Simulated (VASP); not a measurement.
```
BSi62
1.0
   10.93707     0.00000     0.00000
    0.00000    10.93707     0.00000
    0.00000     0.00000    10.93707
Si B
62 1
Direct
  0.50000   0.00000   0.00000
  0.62500   0.12500   0.12500
  0.75000   0.25000   0.00000
  0.87500   0.37500   0.12500
  0.75000   0.00000   0.25000
  0.87500   0.12500   0.37500
  0.00000   0.00000   0.00000
  0.12500   0.12500   0.12500
  0.25000   0.25000   0.00000
  0.37500   0.37500   0.12500
  0.50000   0.50000   0.00000
  0.62500   0.62500   0.12500
  0.75000   0.75000   0.00000
  0.87500   0.87500   0.12500
  0.25000   0.00000   0.25000
  0.37500   0.12500   0.37500
  0.50289   0.25043   0.25249
  0.74986   0.49567   0.24619
  0.87500   0.62500   0.37500
  0.50000   0.00000   0.50000
  0.62500   0.12500   0.62500
  0.75380   0.25299   0.49626
  0.87500   0.37500   0.62500
  0.75000   0.00000   0.75000
  0.87500   0.12500   0.87500
  0.00000   0.50000   0.00000
  0.12500   0.62500   0.12500
  0.25000   0.75000   0.00000
  0.37500   0.87500   0.12500
  0.00000   0.25000   0.25000
  0.12500   0.37500   0.37500
  0.25000   0.50000   0.25000
  0.37500   0.62500   0.37500
  0.50000   0.75000   0.25000
  0.62500   0.87500   0.37500
  0.00000   0.00000   0.50000
  0.12500   0.12500   0.62500
  0.25000   0.25000   0.50000
  0.37500   0.37500   0.62500
  0.62500   0.62500   0.62500
  0.75000   0.75000   0.50000
  0.87500   0.87500   0.62500
  0.25000   0.00000   0.75000
  0.37500   0.12500   0.87500
  0.50000   0.25000   0.75000
  0.62500   0.37500   0.87500
  0.75000   0.50000   0.75000
  0.87500   0.62500   0.87500
  0.00000   0.75000   0.25000
  0.12500   0.87500   0.37500
  0.00000   0.50000   0.50000
  0.12500   0.62500   0.62500
  0.25000   0.75000   0.50000
  0.37500   0.87500   0.62500
  0.00000   0.25000   0.75000
  0.12500   0.37500   0.87500
  0.25000   0.50000   0.75000
  0.37500   0.62500   0.87500
  0.50000   0.75000   0.75000
  0.62500   0.87500   0.87500
  0.00000   0.75000   0.75000
  0.12500   0.87500   0.87500
  0.50428   0.50248   0.50238
```
Cell charge -1.

Calculation: PBE GGA, VASP's PBE PAW potentials (set 64) (plane waves; VASP 6.6.1). Settings: PREC = Normal, LREAL = Auto, ISYM = 0, NELECT = 252.0, EDIFF = 1E-5, 400 eV cut-off, 1×1×1 Γ-centred mesh, Gaussian smearing of 0.050 eV, potentials Si B. Starting moments (MAGMOM): 63*0.0317. The cell's moment is fixed (NUPDOWN = 2).

The cell is charged, with a uniform compensating background. The supercell is sampled at Γ alone, which is coarse: total energies, pressure and levels can be off, energies of defects by several tenths of an eV.

Q: The ions are relaxed. Predict the relaxed structure.

A: 
```
BSi62
1.0
   10.93707     0.00000     0.00000
    0.00000    10.93707     0.00000
    0.00000     0.00000    10.93707
Si B
62 1
Direct
  0.50042   0.99898   0.99889
  0.62466   0.12507   0.12501
  0.75020   0.24983   0.00009
  0.87524   0.37537   0.12485
  0.75020   0.00021   0.24992
  0.87521   0.12499   0.37543
  0.00018   0.99981   0.99984
  0.12571   0.12510   0.12485
  0.25141   0.25076   0.00071
  0.37817   0.37417   0.12738
  0.50088   0.49919   0.00028
  0.62604   0.62243   0.12683
  0.74964   0.74923   0.00044
  0.87511   0.87447   0.12514
  0.25105   0.00062   0.25043
  0.37779   0.12700   0.37400
  0.50465   0.25146   0.25172
  0.74886   0.49602   0.25091
  0.87288   0.62211   0.37412
  0.50089   0.00035   0.49919
  0.62601   0.12733   0.62191
  0.74884   0.25158   0.49564
  0.87316   0.37406   0.62235
  0.74950   0.00073   0.74864
  0.87500   0.12495   0.87436
  0.00132   0.49970   0.99896
  0.12677   0.62375   0.12711
  0.25014   0.74998   0.00109
  0.37647   0.87335   0.12703
  0.00004   0.24986   0.24982
  0.12581   0.37451   0.37447
  0.25475   0.49984   0.25426
  0.38603   0.61426   0.38798
  0.50043   0.74539   0.25417
  0.62563   0.87437   0.37452
  0.00125   0.99891   0.49970
  0.12680   0.12709   0.62369
  0.25474   0.25419   0.49969
  0.38601   0.38792   0.61413
  0.61223   0.61422   0.61424
  0.74586   0.74534   0.49976
  0.87311   0.87332   0.62364
  0.25023   0.00122   0.75004
  0.37650   0.12716   0.87340
  0.50041   0.25430   0.74538
  0.62567   0.37456   0.87433
  0.74597   0.49980   0.74537
  0.87314   0.62372   0.87334
  0.99939   0.74887   0.25066
  0.12699   0.87307   0.37462
  0.99977   0.49918   0.49915
  0.12479   0.62499   0.62469
  0.25216   0.74820   0.50055
  0.37534   0.87537   0.62499
  0.99961   0.25057   0.74916
  0.12727   0.37470   0.87315
  0.25200   0.50063   0.74788
  0.37518   0.62483   0.87526
  0.49953   0.74807   0.74817
  0.62551   0.87331   0.87294
  0.99910   0.75001   0.74993
  0.12531   0.87489   0.87483
  0.47286   0.52729   0.52730
```
Cell charge -1. The cell ends with 2.00 μB, on the first 30 sites 0.01 0.00 0.00 0.00 0.00 0.00 0.00 0.00 0.01 0.01 0.00 0.01 0.01 0.00 0.01 0.01 0.16 0.16 0.01 0.00 0.01 0.16 0.01 0.01 0.00 0.01 0.00 0.00 0.00 0.00 μB.

Q: How much energy does the relaxation gain?

A: The energy (σ→0) changes by -25.8 meV/atom, in 16 ionic steps.

The cell is a supercell with a defect, built from Si (diamond): B_Si-vac_Si, charge -1.
